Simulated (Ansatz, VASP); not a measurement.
**In6GeO in VASP and in Ansatz**

```
In Ge O
1.0
     8.84161    0.00000    0.00000
    -4.42081    7.65706    0.00000
     0.00000    0.00000    3.77567
In Ge O
6 1 1
Direct
  0.66089 0.00000 0.00000
  0.00000 0.66089 0.00000
  0.33911 0.33911 0.00000
  0.33911 0.00000 0.00000
  0.00000 0.33911 0.00000
  0.66089 0.66089 0.00000
  0.00000 0.00000 0.00000
  0.00000 0.00000 0.50000
```

Alike in both runs: functional PBE; k mesh 2 × 2 × 3; occupations gaussian, width 0.15 eV; no spin polarisation.

Ansatz relaxed the structure, and its values are those at the end. VASP's run is a single point on that final structure, the one shown.

```csv
,VASP,Ansatz
version,VASP 6.6.1,Ansatz 0.2.0
potentials or method,"VASP PAW PBE potentials, release 64 (In_d, Ge_d, O)","scalar-relativistic, plane waves, PAW"
plane-wave cutoff (eV),520,420
valence electrons in the cell,98,98
```

|  | VASP | Ansatz | Ansatz less VASP |
| --- | --- | --- | --- |
| gap on the k mesh at the Fermi level (eV) | none | none | - |
| pressure (GPa) | -0.4 | -0.3 | +0.02 |
| rms of the force components (eV/Å) | 0.013 | 0.013 | +0.0006 |

A gap of «none» marks a metal or a gap that the smearing closes. The functional is the same, so the differences come from potentials, cutoffs and numerics.

Caveats: the k mesh is coarse (spacing up to 0.55 Å⁻¹), so the values aren't converged.
